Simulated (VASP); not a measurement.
OSZICAR of a VASP run on TiO2 (rutile):

File OSZICAR:
```
       N       E                     dE             d eps       ncg     rms          rms(c)
DAV:   1     0.687763525324E+03    0.68776E+03   -0.25222E+04  1344   0.198E+03
DAV:   2     0.509118059013E+02   -0.63685E+03   -0.61610E+03  1528   0.571E+02
DAV:   3    -0.575596132918E+02   -0.10847E+03   -0.10548E+03  2004   0.212E+02
DAV:   4    -0.623785752890E+02   -0.48190E+01   -0.48148E+01  1832   0.478E+01
DAV:   5    -0.626073840891E+02   -0.22881E+00   -0.22876E+00  1936   0.780E+00    0.304E+01
DAV:   6    -0.430007036380E+02    0.19607E+02   -0.16590E+02  1624   0.103E+02    0.164E+01
DAV:   7    -0.419301204130E+02    0.10706E+01   -0.42550E+01  1668   0.475E+01    0.814E+00
DAV:   8    -0.413053445090E+02    0.62478E+00   -0.16009E+00  1696   0.106E+01    0.536E+00
DAV:   9    -0.411731271247E+02    0.13222E+00   -0.47809E+00  1748   0.146E+01    0.384E+00
DAV:  10    -0.410649669916E+02    0.10816E+00   -0.21062E+00  1728   0.104E+01    0.128E+00
DAV:  11    -0.410417924924E+02    0.23174E-01   -0.28551E-01  1712   0.338E+00    0.418E-01
DAV:  12    -0.410404756446E+02    0.13168E-02   -0.31998E-02  1772   0.142E+00    0.148E-01
DAV:  13    -0.410402525878E+02    0.22306E-03   -0.13465E-03  1956   0.312E-01    0.895E-02
DAV:  14    -0.410401331571E+02    0.11943E-03   -0.74208E-04  1924   0.203E-01    0.101E-02
DAV:  15    -0.410401352912E+02   -0.21341E-05   -0.31303E-05  1744   0.456E-02    0.906E-03
DAV:  16    -0.410401336806E+02    0.16106E-05   -0.48945E-06  1804   0.168E-02    0.276E-03
DAV:  17    -0.410401333358E+02    0.34482E-06   -0.11603E-06  1728   0.854E-03    0.573E-04
DAV:  18    -0.410401332702E+02    0.65554E-07   -0.45248E-08   956   0.207E-03
   1 F= -.41040133E+02 E0= -.41040133E+02  d E =-.410401E+02
       N       E                     dE             d eps       ncg     rms          rms(c)
DAV:   1    -0.410679488640E+02   -0.27816E-01   -0.51819E+00  1348   0.186E+01    0.106E+00
DAV:   2    -0.410641183396E+02    0.38305E-02   -0.16338E-01  1472   0.317E+00    0.678E-01
DAV:   3    -0.410572862399E+02    0.68321E-02   -0.28055E-02  1812   0.128E+00    0.359E-01
DAV:   4    -0.410549404865E+02    0.23458E-02   -0.12036E-02  1700   0.878E-01    0.712E-02
DAV:   5    -0.410549263433E+02    0.14143E-04   -0.10708E-03  1576   0.290E-01    0.340E-02
DAV:   6    -0.410549152998E+02    0.11043E-04   -0.11389E-04  2052   0.759E-02    0.163E-02
DAV:   7    -0.410549134832E+02    0.18166E-05   -0.36709E-05  1780   0.442E-02    0.602E-03
DAV:   8    -0.410549134307E+02    0.52537E-07   -0.51961E-06  1740   0.167E-02    0.246E-03
DAV:   9    -0.410549134017E+02    0.28999E-07   -0.30292E-07  1276   0.473E-03
   2 F= -.41054913E+02 E0= -.41054913E+02  d E =-.147801E-01
       N       E                     dE             d eps       ncg     rms          rms(c)
DAV:   1    -0.410617240745E+02   -0.68106E-02   -0.17442E+00  1344   0.108E+01    0.616E-01
DAV:   2    -0.410603736209E+02    0.13505E-02   -0.54437E-02  1496   0.184E+00    0.393E-01
DAV:   3    -0.410580229154E+02    0.23507E-02   -0.87762E-03  1776   0.732E-01    0.197E-01
DAV:   4    -0.410573484844E+02    0.67443E-03   -0.38992E-03  1764   0.495E-01    0.472E-02
DAV:   5    -0.410573325276E+02    0.15957E-04   -0.38050E-04  1652   0.173E-01    0.195E-02
DAV:   6    -0.410573289262E+02    0.36014E-05   -0.29292E-05  2052   0.408E-02    0.750E-03
DAV:   7    -0.410573289363E+02   -0.10122E-07   -0.69215E-06  1696   0.200E-02    0.273E-03
DAV:   8    -0.410573290006E+02   -0.64325E-07   -0.11300E-06  1480   0.773E-03    0.139E-03
DAV:   9    -0.410573289791E+02    0.21482E-07   -0.68766E-08   916   0.282E-03
   3 F= -.41057329E+02 E0= -.41057329E+02  d E =-.171957E-01
```

### Question
Which electronic solver shows in the log?

### Answer
It is blocked Davidson (ALGO = Normal, or the opening steps of other solvers). The INCAR had ALGO = Normal.

### Question
Can the final energy be trusted as converged?

### Answer
The run converged. It stopped with EDIFF = 1E-7, NELM = 100, NSW = 30 and EDIFFG = -0.01 after 3 ionic steps (vdW-DF2, plane waves, VASP's PBE PAW potentials (set 64)).

The compound is TiO2 in the rutile structure. This cell is one point of a volume scan, at 1.06 of the reference volume. Symmetry was kept, so distortions that lower it aren't found.
